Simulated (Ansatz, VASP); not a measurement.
# Cross-check of TiC between VASP and Ansatz

One calculation is typed for both programs; each brings its own data sets. How far apart do they land? The cell is taken from a series of runs on this material, whose earlier steps may have relaxed, scaled, displaced or heated it; both programs get it as it stands.

Calculated with Ansatz 0.2.0; plane waves, with VASP 6.6.1 beside it; zone-centre phonons at LDA.

## 1. Starting point

The structure is trigonal, space group R-3m (No. 166). Conventional cell: a = 3.103 Å, b = 3.103 Å, c = 7.240 Å, α = 90.00°, β = 90.00°, γ = 120.00°. Nearest to C lie 6 Ti at 2.16 Å. Nearest to Ti lie 6 C at 2.16 Å. Farther neighbours are not listed.

As a file:

```xyz
2
Lattice="-0.0696 2.1247 2.1247 2.1247 -0.0696 2.1247 2.1247 2.1247 -0.0696" Properties=species:S:1:pos:R:3 pbc="T T T"
C     2.0899    2.0899    2.0899
Ti    0.0000    0.0000    0.0000
```

## 2. VASP: zone-centre phonons, LDA

Second derivatives magnify differences that forces hide, and they need a tight electronic threshold.

Lines of VASP's logs that name or quote its potential files are left out, and so is its time.

Input file INCAR:

```
SYSTEM = TiC
PREC = Accurate
ENCUT = 600
EDIFF = 1E-08
NELM = 120
ISMEAR = 1
SIGMA = 0.2
LREAL = .FALSE.
ALGO = Normal
GGA = CA
NBANDS = 14
LASPH = .TRUE.
LORBIT = 11
LWAVE = .FALSE.
LCHARG = .FALSE.
ISIF = 2
IBRION = 8
GGA_COMPAT = .FALSE.
KPAR = 2
```

Input file POSCAR:

```
TiC
1.0
   -0.0696347389      2.1246910421      2.1246910421
    2.1246910421     -0.0696347389      2.1246910421
    2.1246910421      2.1246910421     -0.0696347389
C Ti
1 1
Direct
    0.5000000000      0.5000000000      0.5000000000
    0.0000000000      0.0000000000      0.0000000000
```

Input file KPOINTS:

```
Automatic mesh
0
Gamma
16 16 16
0 0 0
```

The projector-augmented-wave data sets are C and Ti_sv (LDA family, release 64).

The run is started by

```bash
mpirun -np 2 vasp_std
```

Numbers of over 12 decimals in the logs are rounded to 6 here.

The program printed:

```text
[banner, memory and clock lines left out]
running    2 mpi-ranks, on    1 nodes
 distrk:  each k-point on    1 cores,    2 groups
 distr:  one band on    1 cores,    1 groups

 POSCAR found type information on POSCAR C Ti
 POSCAR found :  2 types and       2 ions
 LDA part: xc-table for (Slater(with rela. corr.)+CA(PZ))
 , standard interpolation
 POSCAR, INCAR and KPOINTS ok, starting setup
 FFT: planning ... GRIDC
 FFT: planning ... GRID_SOFT
 FFT: planning ... GRID
 WAVECAR not read
 entering main loop
       N       E                     dE             d eps       ncg     rms          rms(c)
DAV:   1     0.127642762406E+03    0.12764E+03   -0.89072E+03 11690   0.151E+03
DAV:   2    -0.170584662425E+02   -0.14470E+03   -0.13637E+03 12324   0.373E+02
DAV:   3    -0.256510913210E+02   -0.85926E+01   -0.83916E+01 15676   0.871E+01
DAV:   4    -0.260060769871E+02   -0.35499E+00   -0.35469E+00 14444   0.161E+01
DAV:   5    -0.260151334545E+02   -0.90565E-02   -0.90558E-02 15996   0.225E+00    0.181E+01
DAV:   6    -0.212531177945E+02    0.47620E+01   -0.13599E+01 16850   0.604E+01    0.723E+00
DAV:   7    -0.205447609783E+02    0.70836E+00   -0.25011E+00 14150   0.238E+01    0.505E+00
DAV:   8    -0.205154901061E+02    0.29271E-01   -0.12199E-01 12788   0.370E+00    0.366E+00
DAV:   9    -0.204876659216E+02    0.27824E-01   -0.13112E-01 14466   0.473E+00    0.668E-01
DAV:  10    -0.204875329027E+02    0.13302E-03   -0.12550E-02 15440   0.133E+00    0.654E-01
DAV:  11    -0.204850215858E+02    0.25113E-02   -0.46466E-03 12956   0.103E+00    0.252E-01
DAV:  12    -0.204848050678E+02    0.21652E-03   -0.44108E-04 14916   0.287E-01    0.499E-02
DAV:  13    -0.204847950752E+02    0.99926E-05   -0.72808E-05 13350   0.812E-02    0.145E-02
DAV:  14    -0.204847931632E+02    0.19120E-05   -0.42821E-06 14302   0.340E-02    0.457E-03
DAV:  15    -0.204847931431E+02    0.20136E-07   -0.36640E-07 13452   0.737E-03    0.183E-03
DAV:  16    -0.204847931258E+02    0.17340E-07   -0.55207E-08 14616   0.173E-03    0.370E-04
DAV:  17    -0.204847931248E+02    0.96111E-09   -0.48642E-09  6930   0.685E-04
   1 F= -.20484793E+02 E0= -.20485074E+02  d E =0.842326E-03
 Linear response reoptimize wavefunctions to high precision
DAV:   1    -0.204847931247E+02    0.14097E-09   -0.39428E-10  8364   0.274E-04
DAV:   2    -0.204847931247E+02   -0.17735E-10   -0.80731E-11  6252   0.105E-04
 Linear response DOF=           2
 Linear response progress:
  Degree of freedom:   1/  2
       N       E                     dE             d eps       ncg     rms          rms(c)
RMM:   1    -0.124597408103E+00   -0.12460E+00   -0.48450E-02 67437   0.222E+00
RMM:   2    -0.115518267714E+00    0.90791E-02   -0.52985E-03 60612   0.543E-01    0.140E-01
RMM:   3    -0.116145861888E+00   -0.62759E-03   -0.17884E-03 63118   0.233E-01    0.640E-02
RMM:   4    -0.117101715290E+00   -0.95585E-03   -0.67079E-04 64524   0.141E-01    0.144E-02
RMM:   5    -0.117219830251E+00   -0.11811E-03   -0.13998E-04 73684   0.562E-02    0.272E-03
RMM:   6    -0.117203737130E+00    0.16093E-04   -0.19481E-05 72899   0.231E-02    0.127E-03
RMM:   7    -0.117200662658E+00    0.30745E-05   -0.42007E-06 75157   0.108E-02    0.672E-04
RMM:   8    -0.117204560713E+00   -0.38981E-05   -0.72624E-07 73657   0.531E-03    0.323E-04
RMM:   9    -0.117202406763E+00    0.21539E-05   -0.47737E-09 75489   0.287E-03    0.130E-04
RMM:  10    -0.117202252924E+00    0.15384E-06   -0.61824E-07 73302   0.153E-03    0.528E-05
RMM:  11    -0.117202293953E+00   -0.41029E-07   -0.18122E-07 75946   0.830E-04    0.399E-05
RMM:  12    -0.117202292823E+00    0.11298E-08   -0.14259E-08 77058   0.441E-04    0.264E-05
 first order change of Fermi-energy  -0.60706E-04
 force on displaced ion       1 direction 1 :  -9.420   0.627   0.627
 Linear response progress:
  Degree of freedom:   2/  2
       N       E                     dE             d eps       ncg     rms          rms(c)
RMM:   1    -0.682379891983E+00   -0.68238E+00    0.81104E+00 30838   0.132E+02
RMM:   2    -0.659358049288E+00    0.23022E-01   -0.24000E-01 52614   0.500E+00    0.219E-01
RMM:   3    -0.658106846498E+00    0.12512E-02   -0.18352E-02 63116   0.118E+00    0.107E-01
RMM:   4    -0.657298895464E+00    0.80795E-03   -0.74307E-03 69681   0.511E-01    0.216E-02
RMM:   5    -0.657808930257E+00   -0.51003E-03   -0.11872E-03 73620   0.206E-01    0.101E-02
RMM:   6    -0.658122136915E+00   -0.31321E-03   -0.30974E-04 74520   0.888E-02    0.731E-03
RMM:   7    -0.658553518905E+00   -0.43138E-03   -0.72578E-05 66190   0.472E-02    0.444E-03
RMM:   8    -0.658498244952E+00    0.55274E-04   -0.33029E-05 73822   0.238E-02    0.998E-04
RMM:   9    -0.658454794795E+00    0.43450E-04   -0.18084E-05 73979   0.138E-02    0.791E-04
RMM:  10    -0.658482286696E+00   -0.27492E-04   -0.11193E-05 72505   0.816E-03    0.148E-04
RMM:  11    -0.658490310001E+00   -0.80233E-05   -0.90022E-06 76825   0.540E-03    0.287E-05
RMM:  12    -0.658489700674E+00    0.60933E-06   -0.68481E-06 77659   0.371E-03    0.866E-05
RMM:  13    -0.658493269210E+00   -0.35685E-05   -0.52374E-06 70684   0.282E-03    0.263E-05
RMM:  14    -0.658493623677E+00   -0.35447E-06   -0.40541E-06 77939   0.217E-03    0.358E-05
RMM:  15    -0.658493054085E+00    0.56959E-06   -0.35143E-06 72509   0.176E-03    0.680E-05
RMM:  16    -0.658494230440E+00   -0.11764E-05   -0.27557E-06 66904   0.147E-03    0.460E-05
RMM:  17    -0.658494491050E+00   -0.26061E-06   -0.23264E-06 74154   0.123E-03    0.443E-05
RMM:  18    -0.658494672962E+00   -0.18191E-06   -0.19055E-06 74803   0.105E-03    0.462E-05
RMM:  19    -0.658494913266E+00   -0.24030E-06   -0.16322E-06 73172   0.905E-04    0.500E-05
 first order change of Fermi-energy   0.11114E-03
 force on displaced ion       2 direction 1 :  -9.437   0.625   0.625
 Linear response finished
```

Parts of OUTCAR (step 2):

```text
ion  position               nearest neighbor table
   1  0.500  0.500  0.500-   2 2.16   2 2.16   2 2.16   2 2.16   2 2.16   2 2.16
   2  0.000  0.000  0.000-   1 2.16   1 2.16   1 2.16   1 2.16   1 2.16   1 2.16

  LATTYP: Found a trigonal (rhomboedric) cell.
 ALAT       =     3.0055736633
 COS(alpha) =     0.4669751480

 Subroutine GETGRP returns: Found 12 space group operations
 (whereof 12 operations were pure point group operations)

The static configuration has the point symmetry D_3d.

 Found    417 irreducible k-points:

   k-points           NKPTS =    417   k-points in BZ     NKDIM =    417   number of bands    NBANDS=     14

   dimension x,y,z NGX =    24 NGY =   24 NGZ =   24
   dimension x,y,z NGXF=    48 NGYF=   48 NGZF=   48

   ENCUT  =  600.0 eV  44.10 Ry    6.64 a.u.   6.00  6.00  6.00*2*pi/ulx,y,z

   NELECT =      16.0000    total number of electrons

 k-points in reciprocal lattice and weights: Automatic mesh
   0.00000000  0.00000000  0.00000000       0.000
   0.06250000  0.00000000  0.00000000       0.001
   0.12500000  0.00000000  0.00000000       0.001
   0.18750000  0.00000000  0.00000000       0.001
   0.25000000  0.00000000  0.00000000       0.001
   0.31250000  0.00000000  0.00000000       0.001
   0.37500000  0.00000000  0.00000000       0.001
   0.43750000  0.00000000  0.00000000       0.001
   0.50000000  0.00000000  0.00000000       0.001
[...]
-0.43750000  0.50000000  0.43750000       0.001
   0.50000000  0.50000000  0.50000000       0.000

 average (electrostatic) potential at core
       1 -48.6711       2 -71.0792

  Total       -1.2327959     -1.2327959     -1.2327959      0.6484873      0.6484873      0.6484873
  in kB      -98.1407801    -98.1407801    -98.1407801     51.6249714     51.6249714     51.6249714
  external PRESSURE =     -98.1407801 kB  Pullay stress =       0.0000000 kB

  energy-cutoff  :      600.00
  volume of cell :       20.13
      direct lattice vectors                 reciprocal lattice vectors
    -0.069634739  2.124691042  2.124691042    -0.224064260  0.231656585  0.231656585
     2.124691042 -0.069634739  2.124691042     0.231656585 -0.224064260  0.231656585
     2.124691042  2.124691042 -0.069634739     0.231656585  0.231656585 -0.224064260

 POSITION                                       TOTAL-FORCE (eV/Angst)
 -----------------------------------------------------------------------------------
      2.08987      2.08987      2.08987        -0.000000      0.000000     -0.000000
      0.00000      0.00000      0.00000         0.000000      0.000000      0.000000
 -----------------------------------------------------------------------------------
    total drift:                                0.000000     -0.000000     -0.000000

 Eigenvectors and eigenvalues of the dynamical matrix
 ----------------------------------------------------

   1 f  =   15.994235 THz   100.494745 2PiTHz  533.510268 cm-1    66.146813 meV
             X         Y         Z           dx          dy          dz
      2.089874  2.089874  2.089874     0.141746    0.549240   -0.690986
      0.000000  0.000000  0.000000    -0.071046   -0.275291    0.346337

   2 f  =   15.994235 THz   100.494745 2PiTHz  533.510268 cm-1    66.146813 meV
             X         Y         Z           dx          dy          dz
      2.089874  2.089874  2.089874    -0.716045    0.480778    0.235267
      0.000000  0.000000  0.000000     0.358897   -0.240977   -0.117921

   3 f  =   14.420164 THz    90.604562 2PiTHz  481.004892 cm-1    59.636979 meV
             X         Y         Z           dx          dy          dz
      2.089874  2.089874  2.089874     0.516084    0.516084    0.516084
      0.000000  0.000000  0.000000    -0.258825   -0.258825   -0.258825

   4 f/i=    0.004686 THz     0.029443 2PiTHz    0.156307 cm-1     0.019380 meV
             X         Y         Z           dx          dy          dz
      2.089874  2.089874  2.089874     0.268289    0.081278   -0.349567
      0.000000  0.000000  0.000000     0.535271    0.162159   -0.697429

   5 f/i=    0.004686 THz     0.029443 2PiTHz    0.156307 cm-1     0.019380 meV
             X         Y         Z           dx          dy          dz
      2.089874  2.089874  2.089874    -0.248748    0.356720   -0.107971
      0.000000  0.000000  0.000000    -0.496283    0.711700   -0.215416

   6 f/i=    0.007625 THz     0.047908 2PiTHz    0.254335 cm-1     0.031534 meV
             X         Y         Z           dx          dy          dz
      2.089874  2.089874  2.089874     0.258825    0.258825    0.258825
      0.000000  0.000000  0.000000     0.516084    0.516084    0.516084

 ELASTIC MODULI CONTR FROM IONIC RELAXATION (kBar)
 Direction    XX          YY          ZZ          XY          YZ          ZX
 --------------------------------------------------------------------------------
 XX           0.0000      0.0000      0.0000      0.0000      0.0000      0.0000
 YY           0.0000      0.0000      0.0000      0.0000      0.0000      0.0000
 ZZ           0.0000      0.0000      0.0000      0.0000      0.0000      0.0000
 XY           0.0000      0.0000      0.0000      0.0000      0.0000      0.0000
 YZ           0.0000      0.0000      0.0000      0.0000      0.0000      0.0000
 ZX           0.0000      0.0000      0.0000      0.0000      0.0000      0.0000
 --------------------------------------------------------------------------------
```

## 3. Ansatz: zone-centre phonons, LDA

Ansatz runs on its PAW soft_1 files.

The same cell, functional (in two slightly different forms), mesh and smearing now go to Ansatz, which takes its cutoff from its data sets.

Input file input.yaml:

```yaml
crystal:
  lattice:
    - [-0.0696347389, 2.1246910421, 2.1246910421]
    - [2.1246910421, -0.0696347389, 2.1246910421]
    - [2.1246910421, 2.1246910421, -0.0696347389]
  atoms:
    - { symbol: C, position: [0.5, 0.5, 0.5] }
    - { symbol: Ti, position: [0.0, 0.0, 0.0] }
kpoints:
  mp_grid: { grid: [16, 16, 16] }
hamiltonian:
  xc: lda
  pseudopotentials: { kind: paw, azcp: { folder: soft_1 }, xc_functional: pbe }
scf:
  occupations: { method: methfessel_paxton, width: 0.2 }
output:
  eigenvalues: true
phonons:
  method: dfpt
```

The run is started by

```bash
ansatz run input.yaml --threads 4 --pin off --max-ram 10240MiB --backend cpu --events-out ev --progress --plain --runs-dir out
```

The program printed:

```text
Engine: ansatz 0.2.0, aarch64-unknown-linux-gnu
Pseudopotentials: kind: paw
Pseudopotential: C, paw, valence charge 4, recommended cutoff 420 eV (normal), soft_1/C.paw.azcp
Pseudopotential: Ti, paw, valence charge 12, recommended cutoff 420 eV (normal), soft_1/Ti.paw.azcp
Functional definition: SPW92
  exchange = slater_x
  correlation = pw_c
Crystal: 2 atoms, lattice volume = 20.126 Å³
Basis set: ecut = 420 eV, 393 PW (Γ), exchange–correlation on 48×48×48 points (8 copies of the dense FFT grid, shifted against one another)
Bands: 12, of which v1, the nominal top of the filled ones, is band 8 counted from 1 (7 counted from 0)
Symmetry: 12 space group operations
k-points: 1098 of 4096 (irreducible under 2 space group operations, time reversal used)
Non-local potential: C, projectors of the file, l = 0: 2, l = 1: 2, l = 2: 1
Non-local potential: Ti, projectors of the file, l = 0: 3, l = 1: 2, l = 2: 3, l = 3: 1
PAW form: soft (Blöchl's): semilocal exchange-correlation on the pseudo side does not see the compensation charge
PAW frozen core: C, regenerated for the run's functional, and the local potential with it (the file was generated under x = pbe(κ = 0.804, μ = 0.219515), c = pbe(β = 0.066725))
PAW frozen core: Ti, regenerated for the run's functional, and the local potential with it (the file was generated under x = pbe(κ = 0.804, μ = 0.219515), c = pbe(β = 0.066725))
PAW one-centre angular grid: C, 110 points (default); XC on 64 Gauss nodes
PAW one-centre angular grid: Ti, 590 points (default); XC on 64 Gauss nodes
Initial density: superposition of atomic densities (chi_scale 0.1, normalization cell, long waves kept (reshape's long-wave potential 0.00 eV rms))
Initial wavefunctions: pseudopotential atomic-orbital guess
Functional: x = slater, c = lda
SCF iter   1: F=—  HF=-2696.129197 eV  |F-HF|=—  |Δ(HF+E_count)|=         —  Δρ=1.39e-1  dr2=5.06e0  ethr=3.10e-3  ⟨swp⟩=4.2  Hψ=63248  notcnv=0
preconditioner: auto → none  [metal: Δε(μ)=0.023 eV  Ē_g=8.971 eV  σ=0.200 eV  W_gap=0.10  n_scr=8 (ndim 8)  ℏωp=23.4 eV  f_vac=0.000  D(μ)=0.15/eV (n_scr^D=0)  sad-step TF]
SCF iter   2: F=—  HF=-2695.620222 eV  |F-HF|=—  |Δ(HF+E_count)|=   5.09e-1  S|Δr|=    0.00e0  Δρ=9.67e-2  dr2=2.49e0  ethr=3.10e-3  ⟨swp⟩=2.0  Hψ=26253  notcnv=0
SCF iter   3: F=—  HF=-2695.133381 eV  |F-HF|=—  |Δ(HF+E_count)|=   4.87e-1  S|Δr|=    0.00e0  Δρ=1.12e-2  dr2=1.77e-2  ethr=3.10e-3  ⟨swp⟩=2.8  Hψ=27569  notcnv=0
SCF iter   4: F=—  HF=-2695.127698 eV  |F-HF|=—  |Δ(HF+E_count)|=   5.68e-3  S|Δr|=    0.00e0  Δρ=1.49e-3  dr2=1.97e-4  ethr=1.11e-4  ⟨swp⟩=2.6  Hψ=31918  notcnv=0
SCF iter   5: F=—  HF=-2695.127832 eV  |F-HF|=—  |Δ(HF+E_count)|=   1.33e-4  S|Δr|=    0.00e0  Δρ=3.68e-4  dr2=2.06e-5  ethr=1.23e-6  ⟨swp⟩=2.0  Hψ=17572  notcnv=0
SCF iter   6: F=—  HF=-2695.127829 eV  |F-HF|=—  |Δ(HF+E_count)|=   2.80e-6  S|Δr|=    0.00e0  Δρ=3.95e-5  dr2=2.87e-7  ethr=1.29e-7  ⟨swp⟩=2.0  Hψ=20972  notcnv=0
SCF iter   7: F=—  HF=-2695.127830 eV  |F-HF|=—  |Δ(HF+E_count)|=   1.17e-6  S|Δr|=    0.00e0  Δρ=2.06e-6  dr2=6.47e-10  ethr=1.80e-9  ⟨swp⟩=3.0  Hψ=21960  notcnv=0
SCF iter   8: F=—  HF=-2695.127830 eV  |F-HF|=—  |Δ(HF+E_count)|=  2.68e-10  S|Δr|=    0.00e0  Δρ=9.33e-7  dr2=1.78e-10  ethr=4.05e-12  ⟨swp⟩=2.4  Hψ=18992  notcnv=0
SCF iter   9: F=-2695.127830 eV  HF=-2695.127830 eV  |F-HF|=9.09e-13  |Δ(HF+E_count)|=  5.55e-11  S|Δr|=    0.00e0  Δρ=2.84e-8  dr2=1.19e-13  ethr=1.00e-12  ⟨swp⟩=3.7  Hψ=55687  notcnv=0
SCF 1 converged in 9 iterations: F = -2695.127830 eV  dr2 = 1.19e-13
  greatest PAW one-centre occupation: 0.998 electrons in one spin orbital (limit 2), on the Ti atom at site 1 (counted from 0), in its partial waves of l = 0
DFPT response loops at Γ: preconditioner auto → Kerker (q_TF=auto, 2.626 Å⁻¹) (partly filled bands, converged f_vac=0.000); β = 1.00, the filter's whole step (`scf.mixing.beta` (0.50) is not read by the response loops under this deck's `scf.mixing.preconditioner`; to damp them name `kerker` or `kerker_dos`, under which they read `scf.mixing.beta`, and type it under 1.00, their step now; both keys bind the ground state too); Broyden in place of MSR1
SCF converged after 9 iterations
Stability not checked: this state was not tested for a lower state beside it, because cold or Methfessel-Paxton smearing, or corrected tetrahedra, fill the levels in a way that the test cannot read (fill_not_monotonic; see scf.lower_state_search)
Free energy (F): -2695.127830 eV
Harris-Foulkes:  -2695.127830 eV  (|F-HF|=9.09e-13)
Internal energy: -2695.128687 eV  (E = F + TS)
E sigma→0 (E₀):  -2695.128044 eV
Entropy (-TS):   0.000857 eV (0.428 meV/atom)
Fermi energy:    14.491964 eV
--- Per-component energies (eV) ---
  E_band       = -111.080382
  E_kinetic    = 366.220406
  E_local      = -828.560204  (includes V_loc(G=0)·N_el)
  E_nonlocal   = 88.215244
  E_hartree    = 324.501322
  E_xc         = -163.269126
  E_vxc        = -204.696508  (∫ρ·V_xc dr)
  E_paw        = -1084.970595  (= ΣΔE_a)
  E_vpaw       = -181.261903  (= ΣTr[D̂ρ^β])
  E_aug_tail   = -0.000065  (compensation charges beyond the density's cutoff)
  E_ewald      = -1397.654452
  E_core_change = 0.388783  (= ΣΔE_core)
  E_smearing   = 0.000857  (= −TS)
  E_closure    = -0.000000  (closes the sum)
  Σ components = -2695.127830   (vs F -2695.127830, Δ=0.00e0)
--- Band table (eV; the first three rows and the last of 1098) ---
  k-point 0: bands = [... 4 lower, 2.2051, 14.9441, 14.9441, 15.4266, 16.0572, 16.0572, 16.2430, 16.2430]
  k-point 1: bands = [... 4 lower, 2.2937, 14.5528, 14.7462, 15.1816, 15.4715, 15.6541, 16.3385, 17.1563]
  k-point 2: bands = [... 4 lower, 2.5539, 13.7088, 14.0418, 14.4182, 15.4791, 15.7374, 16.6962, 18.2298]
  k-point 1097: bands = [... 4 lower, 6.0528, 8.6158, 11.2659, 11.2659, 17.5285, 17.5285, 18.7921, 22.3977]
--- Phonons (Γ-DFPT): 2 representative perturbations + reference, on 1098 of 4096 k-points (Σ response iterations 6) ---
  k mesh reduced under 2 symmetry operations, with k and −k counted as one. Each operation leaves every solved perturbation unchanged. A smaller set is not used because it would not reduce the number of displacements times k-points to solve
  ASR residual: 1.416e-5 → 0.000e0 eV/Å²; symmetrization residual: 2.572e-7 eV/Å²
  ASR residual per site (eV/Å²): 1.42e-5 1.33e-6
  Γ frequencies (cm⁻¹): 0.00 0.00 0.00 478.05 530.79 530.79
  non-analytic LO–TO correction: not included (Born effective charges unavailable; polar crystals: no LO–TO splitting at Γ)
```

## 4. Comparison

Known differences besides the potentials themselves: the two LDA forms differ slightly; the cutoff is 420 eV in Ansatz and 600 eV in VASP; VASP's log shows a relativistic correction to its local exchange, Ansatz's none. Total energies have different zeros and are not compared.

Compared:

| quantity | Ansatz | VASP | difference |
| --- | --- | --- | --- |
| optical mode 1 (cm⁻¹) | 478.1 | 481.0 | -0.61 % |
| optical mode 2 to 3 (cm⁻¹) | 530.8 | 533.5 | -0.51 % |

Modes are paired by rising frequency, not by their patterns, so a pair may set unlike modes beside each other; they are those without the splitting of longitudinal modes.

## 5. Summary of results

| Item | Value |
| --- | --- |
| r.m.s. difference of the optical zone-centre modes, each program's sorted by frequency (zone-centre phonons, LDA) | 2.8 cm⁻¹ |
| difference in optical mode 1 (zone-centre phonons, LDA) | -0.6 % |

**Reading.** The r.m.s. difference of the optical zone-centre modes, each program's sorted by frequency is 2.8 cm⁻¹ (zone-centre phonons, LDA). Among the rows given in per cent, the largest difference of the zone-centre phonons, LDA pair is in optical mode 1, -0.6 %. How closely two codes agree says nothing of how well the functional describes the real material.

[Lines on the potential files, build, host, timing and source positions are cut from VASP's logs without a mark.]

[Logs are printed without paths, hosts, clocks, repeated set-up lines and the standing remarks that a program may print on its own settings, such as how far it seeks lower states.]

[Hosts, paths, dates, database ids (printed as entryN), source tags and the programs' standing remarks are cut or masked in the printed files.]
